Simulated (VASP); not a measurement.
Data:

```
CELL_PARAMETERS angstrom
      1.25443    -2.17274     0.00000
      1.25443     2.17274     0.00000
      0.00000     0.00000     4.41203
ATOMIC_POSITIONS crystal
  Zn 0.33333 0.66667 0.25000
  Zn 0.66667 0.33333 0.75000
```

These are PBE GGA, VASP's PBE PAW potentials (set 64) (plane waves; VASP) values and carry that method's errors. Run with 500 eV cut-off, 17×17×8 Γ-centred mesh, first-order Methfessel-Paxton smearing of 0.10 eV, potentials Zn.

### Question
The ions, cell shape and volume at an external pressure of 30.0 GPa are relaxed. What does this cell relax into?

### Answer

```
CELL_PARAMETERS angstrom
      1.26819    -2.19657     0.00000
      1.26819     2.19657     0.00000
      0.00000     0.00000     4.28994
ATOMIC_POSITIONS crystal
  Zn 0.33333 0.66667 0.25000
  Zn 0.66667 0.33333 0.75000
```
Space group P6_3/mmc (194), at a tolerance of 0.03 Å.

### Question
How do energy and volume change from the first to the last step?

### Answer
The energy (σ→0) changes by +7.5 meV/atom and the volume by -0.6 %, in 7 ionic steps.

```
step  E(σ→0) (eV)  max force (eV/Å)  pressure (GPa)  volume (Å³)
----  -----------  ----------------  --------------  -----------
1         -1.7605             0.000           29.82        24.05
2         -1.7604             0.000           29.56        24.00
3         -1.7497             0.000           29.66        23.93
4         -1.7560             0.000           29.52        23.96
5         -1.7555             0.000           29.48        23.96
6         -1.7258             0.000           30.93        23.80
7         -1.7454             0.000           30.00        23.90
```

The compound is Zn in the hcp structure. This run relaxes it under an external pressure of 30 GPa. Symmetry was kept, so distortions that lower it aren't found.
